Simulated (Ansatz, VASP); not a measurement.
# Cross-check of Si2Ni between VASP and Ansatz, part 2 of 2

Wanted: the spread between two codes on one cell, functional and k mesh. The cell is taken from a series of VASP runs on this material, whose earlier steps may have relaxed, scaled or displaced it; both programs get it as it stands.

VASP 6.6.1 and Ansatz 0.2.0.

So far: The starting structure; Ansatz: relaxation of cell and atoms, LDA.

### 3. VASP: relaxation of cell and atoms, LDA

Level of this step: LDA, zero-moment start; plane waves and PAW (Ni, Si) (VASP).

The same cell, functional (in two slightly different forms), mesh and smearing now go to VASP, with its own data sets and cutoff.

Lines of VASP's logs that name or quote its potential files are left out, and so is its time.

Input file INCAR:

```
SYSTEM = Si2Ni
PREC = Accurate
ENCUT = 450
EDIFF = 1E-07
NELM = 100
ISMEAR = 0
SIGMA = 0.05
LREAL = .FALSE.
ALGO = Normal
GGA = CA
NBANDS = 16
ISPIN = 2
MAGMOM = 0 0 0
LASPH = .TRUE.
LMAXMIX = 4
LORBIT = 11
LWAVE = .FALSE.
LCHARG = .FALSE.
KPAR = 8
IBRION = 2
NSW = 50
ISIF = 3
EDIFFG = -0.002
```

Input file POSCAR:

```
Si2Ni
1.0
    0.0000000000      2.6751385183      2.6751385183
    2.6751385183      0.0000000000      2.6751385183
    2.6751385183      2.6751385183      0.0000000000
Ni Si
1 2
Direct
    0.0000000000      0.0000000000      0.0000000000
    0.7500000000      0.7500000000      0.7500000000
    0.2500000000      0.2500000000      0.2500000000
```

Input file KPOINTS:

```
Automatic mesh
0
Gamma
12 12 12
0 0 0
```

Potentials, in the order of the species: Ni and Si (LDA family, release 64).

Run with:

```sh
> mpirun -np 8 vasp_std
```

Numbers of over 12 decimals in the logs are rounded to 6 here.

What it wrote:

```text
[banner, memory and clock lines left out]
running    8 mpi-ranks, on    1 nodes
 distrk:  each k-point on    1 cores,    8 groups
 distr:  one band on    1 cores,    1 groups

 POSCAR found type information on POSCAR NiSi
 POSCAR found :  2 types and       3 ions
|                                                                             |
|           W    W    AA    RRRRR   N    N  II  N    N   GGGG   !!!           |
|           W    W   A  A   R    R  NN   N  II  NN   N  G    G  !!!           |
|           W    W  A    A  R    R  N N  N  II  N N  N  G       !!!           |
|           W WW W  AAAAAA  RRRRR   N  N N  II  N  N N  G  GGG   !            |
|           WW  WW  A    A  R   R   N   NN  II  N   NN  G    G                |
|           W    W  A    A  R    R  N    N  II  N    N   GGGG   !!!           |
|                                                                             |
|     For optimal performance we recommend to set                             |
|       NCORE = 2 up to number-of-cores-per-socket                            |
|     NCORE specifies how many cores store one orbital (NPAR=cpu/NCORE).      |
|     This setting can greatly improve the performance of VASP for DFT.       |
|     The default, NCORE=1 might be grossly inefficient on modern             |
|     multi-core architectures or massively parallel machines. Do your        |
|     Unfortunately you need to use the default for GW and RPA                |
|     calculations (for HF NCORE is supported but not extensively tested      |
|     yet).                                                                   |
|                                                                             |

 LDA part: xc-table for (Slater(with rela. corr.)+CA(PZ))
 , standard interpolation
 POSCAR, INCAR and KPOINTS ok, starting setup
 FFT: planning ... GRIDC
 FFT: planning ... GRID_SOFT
 FFT: planning ... GRID
 WAVECAR not read
 entering main loop
       N       E                     dE             d eps       ncg     rms          rms(c)
DAV:   1     0.587974920069E+02    0.58797E+02   -0.71155E+03  4664   0.104E+03
DAV:   2    -0.187769776492E+02   -0.77574E+02   -0.70786E+02  5160   0.204E+02
DAV:   3    -0.219204185974E+02   -0.31434E+01   -0.30931E+01  6000   0.450E+01
DAV:   4    -0.219713601721E+02   -0.50942E-01   -0.50918E-01  5488   0.562E+00
DAV:   5    -0.219727339393E+02   -0.13738E-02   -0.13737E-02  6016   0.953E-01    0.165E+01
DAV:   6    -0.259472583862E+02   -0.39745E+01   -0.37718E+01  4816   0.146E+02    0.233E+01
DAV:   7    -0.200150293743E+02    0.59322E+01   -0.11509E+01  5784   0.920E+01    0.349E+00
DAV:   8    -0.199613476040E+02    0.53682E-01   -0.14092E+00  6408   0.184E+01    0.281E+00
DAV:   9    -0.198995894696E+02    0.61758E-01   -0.25373E-01  5496   0.976E+00    0.601E-01
DAV:  10    -0.198981783651E+02    0.14111E-02   -0.95651E-03  6488   0.172E+00    0.279E-01
DAV:  11    -0.198979809322E+02    0.19743E-03   -0.63132E-04  5864   0.189E-01    0.621E-02
DAV:  12    -0.198979795128E+02    0.14194E-05   -0.33610E-05  6488   0.726E-02    0.210E-02
DAV:  13    -0.198979767798E+02    0.27330E-05   -0.50234E-06  6928   0.456E-02    0.729E-03
DAV:  14    -0.198979767125E+02    0.67341E-07   -0.15744E-06  7176   0.224E-02    0.289E-03
DAV:  15    -0.198979766840E+02    0.28454E-07   -0.10932E-07  3072   0.457E-03
   1 F= -.19897977E+02 E0= -.19897239E+02  d E =-.198980E+02  mag=     0.0000
 curvature:   0.00 expect dE= 0.000E+00 dE for cont linesearch  0.000E+00
 trial: gam= 0.00000 g(F)=  0.137E-47 g(S)=  0.345E-05 ort = 0.000E+00 (trialstep = 0.100E+01)
 search vector abs. value=  0.345E-05
 bond charge predicted
       N       E                     dE             d eps       ncg     rms          rms(c)
DAV:   1    -0.198980262054E+02   -0.49493E-04   -0.36310E-04  4912   0.382E-01    0.703E-02
DAV:   2    -0.198981500650E+02   -0.12386E-03   -0.86624E-04  5480   0.758E-01    0.118E-01
DAV:   3    -0.198979760057E+02    0.17406E-03   -0.41216E-04  5336   0.529E-01    0.110E-02
DAV:   4    -0.198979747560E+02    0.12498E-05   -0.80484E-06  4888   0.221E-02    0.319E-03
DAV:   5    -0.198979746446E+02    0.11133E-06   -0.34376E-07  5272   0.113E-02    0.104E-03
DAV:   6    -0.198979746481E+02   -0.34281E-08   -0.44877E-08  2656   0.187E-03
   2 F= -.19897975E+02 E0= -.19897238E+02  d E =0.203595E-05  mag=    -0.0000
 trial-energy change:    0.000002  1 .order    0.000001   -0.000003    0.000005
 step:   0.2410(harm=  0.4126)  dis= 0.00000  next Energy=   -19.897977 (dE=-0.397E-06)
 bond charge predicted
       N       E                     dE             d eps       ncg     rms          rms(c)
DAV:   1    -0.198980062481E+02   -0.31604E-04   -0.20780E-04  4800   0.291E-01    0.530E-02
DAV:   2    -0.198980766592E+02   -0.70411E-04   -0.49226E-04  5400   0.572E-01    0.892E-02
DAV:   3    -0.198979775662E+02    0.99093E-04   -0.23564E-04  5296   0.399E-01    0.849E-03
DAV:   4    -0.198979768176E+02    0.74858E-06   -0.44754E-06  4880   0.182E-02    0.219E-03
DAV:   5    -0.198979767751E+02    0.42502E-07   -0.16419E-07  4240   0.757E-03
   3 F= -.19897977E+02 E0= -.19897240E+02  d E =-.910572E-07  mag=    -0.0000
 curvature:  -0.19 expect dE=-0.388E-07 dE for cont linesearch -0.388E-07
 trial: gam= 0.00000 g(F)=  0.607E-46 g(S)=  0.205E-06 ort =-0.841E-06 (trialstep = 0.848E+00)
 search vector abs. value=  0.206E-06
 reached required accuracy - stopping structural energy minimisation
```

From OUTCAR (step 3):

```text
ion  position               nearest neighbor table
   1  0.000  0.000  0.000-   2 2.32   2 2.32   2 2.32   2 2.32   3 2.32   3 2.32   3 2.32   3 2.32

  LATTYP: Found a face centered cubic cell.
 ALAT       =     5.3502770366

 Subroutine GETGRP returns: Found 48 space group operations
 (whereof 48 operations were pure point group operations)

The static configuration has the point symmetry O_h .

 Found     72 irreducible k-points:

   k-points           NKPTS =     72   k-points in BZ     NKDIM =     72   number of bands    NBANDS=     16

   dimension x,y,z NGX =    28 NGY =   28 NGZ =   28
   dimension x,y,z NGXF=    56 NGYF=   56 NGZF=   56

   ENCUT  =  450.0 eV  33.07 Ry    5.75 a.u.   6.54  6.54  6.54*2*pi/ulx,y,z

   NELECT =      18.0000    total number of electrons

 k-points in reciprocal lattice and weights: Automatic mesh
   0.00000000  0.00000000  0.00000000       0.001
   0.08333333  0.00000000  0.00000000       0.005
   0.16666667  0.00000000  0.00000000       0.005
   0.25000000  0.00000000  0.00000000       0.005
   0.33333333  0.00000000  0.00000000       0.005
   0.41666667  0.00000000  0.00000000       0.005
   0.50000000  0.00000000  0.00000000       0.002
   0.08333333  0.08333333  0.00000000       0.003
   0.16666667  0.08333333  0.00000000       0.014
[...]
-0.33333333  0.50000000  0.16666667       0.007
  -0.25000000  0.50000000  0.25000000       0.003

 average (electrostatic) potential at core
       1 -81.8731       2 -81.0325       3 -81.0325

 E-fermi :  10.8151

 spin component 1
 k-point     1 :       0.0000    0.0000    0.0000
  band No.  band energies     occupation
    ...
      3       5.3827      1.00000
      4       5.3827      1.00000
      5       7.1112      1.00000
      6       7.1112      1.00000
      7      10.6894      0.99981
      8      12.5704      0.00000
      9      12.5704      0.00000
     10      12.5704      0.00000
     11      13.0595      0.00000
     12      13.0595      0.00000
    ...

 k-point     2 :       0.0833    0.0000    0.0000
  band No.  band energies     occupation
    ...
      3       5.4163      1.00000
      4       5.4163      1.00000
      5       7.0914      1.00000
      6       7.0914      1.00000
      7      10.4565      1.00000
      8      11.5912      0.00000
      9      12.0201      0.00000
     10      12.0201      0.00000
     11      13.6242      0.00000
     12      13.6242      0.00000
    ...

 k-point     3 :       0.1667    0.0000    0.0000
  band No.  band energies     occupation
    ...
      3       5.5081      1.00000
      4       5.5081      1.00000
      5       7.0491      1.00000
      6       7.0491      1.00000
      7       9.3284      1.00000
      8      11.3315      0.00000
      9      11.3315      0.00000
     10      11.6273      0.00000
     11      13.7959      0.00000
     12      13.7959      0.00000
    ...

 k-point     4 :       0.2500    0.0000    0.0000
  band No.  band energies     occupation
    ...
      5       7.0309      1.00000
      6       7.0309      1.00000
      7       8.2212      1.00000
      8      10.6578      1.00000
      9      10.6578      1.00000
     10      12.0097      0.00000
     11      13.3252      0.00000
     12      13.3252      0.00000
     13      14.3246      0.00000
     14      16.3000      0.00000
    ...

 k-point     5 :       0.3333    0.0000    0.0000
  band No.  band energies     occupation
    ...
      5       7.0889      1.00000
      6       7.0889      1.00000
      7       7.4597      1.00000
      8      10.0260      1.00000
      9      10.0260      1.00000
     10      12.3481      0.00000
     11      12.9410      0.00000
     12      12.9410      0.00000
     13      13.8952      0.00000
     14      17.6371      0.00000
    ...

 k-point     6 :       0.4167    0.0000    0.0000
  band No.  band energies     occupation
    ...
      5       7.0367      1.00000
      6       7.2174      1.00000
      7       7.2174      1.00000
      8       9.5279      1.00000
      9       9.5279      1.00000
     10      12.5439      0.00000
     11      12.7239      0.00000
     12      12.7239      0.00000
     13      13.6368      0.00000
     14      19.0949      0.00000
    ...

  Total        0.0020636      0.0020636      0.0020636      0.0000000      0.0000000     -0.0000000
  in kB        0.0863601      0.0863601      0.0863601      0.0000000      0.0000000     -0.0000000
  external PRESSURE =       0.0863601 kB  Pullay stress =       0.0000000 kB

  energy-cutoff  :      450.00
  volume of cell :       38.28
      direct lattice vectors                 reciprocal lattice vectors
    -0.000000000  2.675050914  2.675050914    -0.186912330  0.186912330  0.186912330
     2.675050914  0.000000000  2.675050914     0.186912330 -0.186912330  0.186912330
     2.675050914  2.675050914  0.000000000     0.186912330  0.186912330 -0.186912330

 POSITION                                       TOTAL-FORCE (eV/Angst)
 -----------------------------------------------------------------------------------
     -0.00000      0.00000      0.00000        -0.000000     -0.000000     -0.000000
      4.01258      4.01258      4.01258         0.000000      0.000000      0.000000
      1.33753      1.33753      1.33753        -0.000000     -0.000000     -0.000000
 -----------------------------------------------------------------------------------
    total drift:                               -0.000000     -0.000000      0.000000

  FREE ENERGIE OF THE ION-ELECTRON SYSTEM (eV)
  ---------------------------------------------------
  free  energy   TOTEN  =       -19.8979767751 eV

  energy  without entropy=      -19.8965023543  energy(sigma->0) =      -19.89723956

 reached required accuracy - stopping structural energy minimisation

 total charge
# of ion       s       p       d       tot
------------------------------------------
    1        0.580   0.848   8.488   9.916
    2        0.743   0.872   0.000   1.615
    3        0.743   0.872   0.000   1.615
--------------------------------------------------
tot          2.067   2.591   8.488  13.147

 magnetization (x)
# of ion       s       p       d       tot
------------------------------------------
    1        0.000   0.000  -0.000   0.000
    2       -0.000   0.000   0.000  -0.000
    3       -0.000   0.000   0.000  -0.000
--------------------------------------------------
tot         -0.000   0.000  -0.000  -0.000

[... 1 further part left out ...]
```

This run allows spin, but its moments start at zero, where symmetry between the spins tends to hold them, although Ni can carry a moment.

### 4. Differences

Known differences besides the potentials themselves: the two LDA forms differ slightly; both relaxations stop at a tolerance, which leaves soft axes loose, and VASP keeps its plane-wave basis; the data sets hold 26 valence electrons in Ansatz (default PAW (the set named soft_2) files) and 18 in VASP; the cutoff is 420 eV in Ansatz and 450 eV in VASP; VASP's log shows a relativistic correction to its local exchange, Ansatz's none; Ansatz adds a Pulay correction to the stress that steers its cell, VASP none. Total energies have different zeros and are not compared.

Compared:

| quantity | Ansatz | VASP | difference |
| --- | --- | --- | --- |
| volume (Å³) | 38.24 | 38.28 | -0.13 % |
| edge a after relaxation, in the typed setting (Å) | 3.781 | 3.783 | -0.04 % |

The walks stopped with 0.00 GPa left in Ansatz and 0.01 GPa in VASP; each walk ends within a tolerance, so the volume difference is uncertain by about these residues over the bulk modulus, most in soft cells.

### 5. VASP: relaxation of cell and atoms, RPBE

The relaxed volume is the usual yardstick between codes: its relative difference is about their pressure difference at one cell divided by the bulk modulus. The cell compared in this pair holds 40.98 Å³, against 38.29 Å³ for the pair before.

INCAR, as its differences from that of step 3:

```diff
@@ -9,3 +9,3 @@
 ALGO = Normal
-GGA = CA
+GGA = RP
 NBANDS = 16
```

Input file POSCAR:

```
Si2Ni
1.0
    0.0000000000      2.7363357108      2.7363357108
    2.7363357108      0.0000000000      2.7363357108
    2.7363357108      2.7363357108      0.0000000000
Ni Si
1 2
Direct
    0.0000000000      0.0000000000      0.0000000000
    0.7500000000      0.7500000000      0.7500000000
    0.2500000000      0.2500000000      0.2500000000
```

KPOINTS is that of step 3.

PAW data sets: Ni and Si (PBE family, release 64).

Run with:

```sh
> mpirun -np 8 vasp_std
```

What it wrote:

```text
[banner, memory and clock lines left out]
running    8 mpi-ranks, on    1 nodes
[...]
[... a notice as in an earlier step ...]

|                                                                             |
|               ----> ADVICE to this user running VASP <----                  |
|                                                                             |
|     You enforced a specific xc type in the INCAR file but a different       |
|     [... a line on the potential file left out ...]
|     I HOPE YOU KNOW WHAT YOU ARE DOING!                                     |
|                                                                             |

 LDA part: xc-table for (Slater+PW92), standard interpolation
 POSCAR, INCAR and KPOINTS ok, starting setup
[...]
entering main loop
       N       E                     dE             d eps       ncg     rms          rms(c)
DAV:   1     0.585806779874E+02    0.58581E+02   -0.70172E+03  4656   0.101E+03
DAV:   2    -0.152245825262E+02   -0.73805E+02   -0.67476E+02  5112   0.197E+02
DAV:   3    -0.180622532238E+02   -0.28377E+01   -0.27804E+01  6032   0.424E+01
DAV:   4    -0.181065631570E+02   -0.44310E-01   -0.44290E-01  5376   0.521E+00
[...]
DAV:  16    -0.162116924033E+02   -0.21530E-06   -0.17873E-07  4728   0.102E-02    0.430E-04
DAV:  17    -0.162116925176E+02   -0.11428E-06   -0.47017E-08  2616   0.204E-03    0.305E-04
DAV:  18    -0.162116925331E+02   -0.15525E-07   -0.12599E-08  2552   0.172E-03
   1 F= -.16211693E+02 E0= -.16210833E+02  d E =-.162117E+02  mag=    -0.0000
[...]
reached required accuracy - stopping structural energy minimisation
```

From OUTCAR (step 5):

```text
  Total        0.0033549      0.0033549      0.0033549     -0.0000000      0.0000000      0.0000000
  in kB        0.1311735      0.1311735      0.1311735     -0.0000000      0.0000000      0.0000000
  external PRESSURE =       0.1311735 kB  Pullay stress =       0.0000000 kB

 POSITION                                       TOTAL-FORCE (eV/Angst)
 -----------------------------------------------------------------------------------
      0.00000      0.00000      0.00000        -0.000000     -0.000000     -0.000000
      4.10450      4.10450      4.10450        -0.000000      0.000000     -0.000000
      1.36817      1.36817      1.36817         0.000000     -0.000000      0.000000
 -----------------------------------------------------------------------------------
    total drift:                               -0.000000     -0.000000      0.000000

  FREE ENERGIE OF THE ION-ELECTRON SYSTEM (eV)
  ---------------------------------------------------
  free  energy   TOTEN  =       -16.2116925331 eV

  energy  without entropy=      -16.2099726832  energy(sigma->0) =      -16.21083261

 magnetization (x)
# of ion       s       p       d       tot
------------------------------------------
    1       -0.000  -0.000  -0.000  -0.000
    2       -0.000   0.000   0.000   0.000
    3       -0.000   0.000   0.000   0.000
--------------------------------------------------
tot         -0.000   0.000  -0.000  -0.000

[... 2 parts as in an earlier step ...]

[... 2 further parts left out ...]
[key lines of the parts left out:]
E-fermi :   9.9677
```

### 6. Ansatz: relaxation of cell and atoms, RPBE

The same cell, functional, mesh and smearing now go to Ansatz, which takes its cutoff from its data sets.

The cell is taken from a series of VASP runs on this material, whose earlier steps may have relaxed, scaled or displaced it; both programs get it as it stands.

Input file input.yaml:

```yaml
crystal:
  lattice:
    - [0.0, 2.7363357108, 2.7363357108]
    - [2.7363357108, 0.0, 2.7363357108]
    - [2.7363357108, 2.7363357108, 0.0]
  atoms:
    - { symbol: Ni, position: [0.0, 0.0, 0.0] }
    - { symbol: Si, position: [0.75, 0.75, 0.75] }
    - { symbol: Si, position: [0.25, 0.25, 0.25] }
hamiltonian:
  xc: rpbe
  pseudopotentials: { kind: paw }
magnetization:
  spin_polarized: true
kpoints:
  mp_grid: { grid: [12, 12, 12] }
scf:
  occupations: { method: gaussian, width: 0.05 }
relax:
  f_tol: 0.01
  max_steps: 60
  cell: { stress_tol: 0.05 }
output:
  forces: true
  stress: true
```

Run with:

```sh
> ansatz run input.yaml --threads 4 --pin off --max-ram 9216MiB --backend cpu --events-out ev --progress --plain --runs-dir out
```

What it wrote:

```text
[...]
Crystal: 3 atoms, lattice volume = 40.977 Å³
Basis set: ecut = 420 eV, 821 PW (Γ), exchange–correlation on 54×54×54 points (8 copies of the dense FFT grid, shifted against one another)
Bands: 18, of which v1, the nominal top of the filled ones, is band 13 counted from 1 (12 counted from 0)
Symmetry: 48 space group operations
[...]
P = ⅓ Tr σ = 0.0001 GPa (0.001 kbar)
--- Relaxed structure (3 steps of the walk, 3 accepted, 1 SCFs on fresh bases) ---
[...]
cell:  # Å, volume = 41.0665 Å³
    - [0, 2.738330, 2.738330]
    - [2.738330, 0, 2.738330]
    - [2.738330, 2.738330, 0]
  atoms:
    - { symbol: Ni, position: [0, 0, 0] }
    - { symbol: Si, position: [0.750000, 0.750000, 0.750000] }
    - { symbol: Si, position: [0.25, 0.25, 0.25] }
[key lines of the parts left out:]
SCF converged after 7 iterations
Magnetization: 0.0000 μB (13.0000 up, 13.0000 down)
Free energy (F): -7123.484996 eV
Fermi energy:    12.680476 eV
```

It took 8.2 s on 4 threads of Arm Neoverse N1, shared host; peak memory 0.39 GiB; 28 s of CPU time.

### 7. Differences

What differs besides the data sets and the points named for the pairs above, as far as they apply: Ansatz makes its cores anew for this functional, VASP keeps those of its PBE data sets. Total energies have different zeros and are not compared.

Both answers:

| quantity | Ansatz | VASP | difference |
| --- | --- | --- | --- |
| volume (Å³) | 41.07 | 40.98 | +0.22 % |
| edge a after relaxation, in the typed setting (Å) | 3.873 | 3.870 | +0.07 % |

The walks stopped with 0.00 GPa left in Ansatz and 0.01 GPa in VASP; each walk ends within a tolerance, so the volume difference is uncertain by about these residues over the bulk modulus, most in soft cells.

### 8. Outcome

* difference in volume (relaxation of cell and atoms, LDA): -0.13 %
* difference in volume (relaxation of cell and atoms, RPBE): 0.22 %

What this shows: The difference in volume is 0.22 % (relaxation of cell and atoms, RPBE), within the 1.2 % picked in this series as the mark of a large difference, as far as the stopping tolerances let one tell. Such differences can come from data sets, numerical settings and the points named under the comparisons, not from the functional's error against experiment.

[Lines on the potential files, build, host, timing and source positions are cut from VASP's logs without a mark.]

[Logs are printed without paths, hosts, clocks, repeated set-up lines and the standing remarks that a program may print on its own settings, such as how far it seeks lower states.]

[Hosts, paths, dates, database ids (printed as entryN), source tags and the programs' standing remarks are cut or masked in the printed files.]
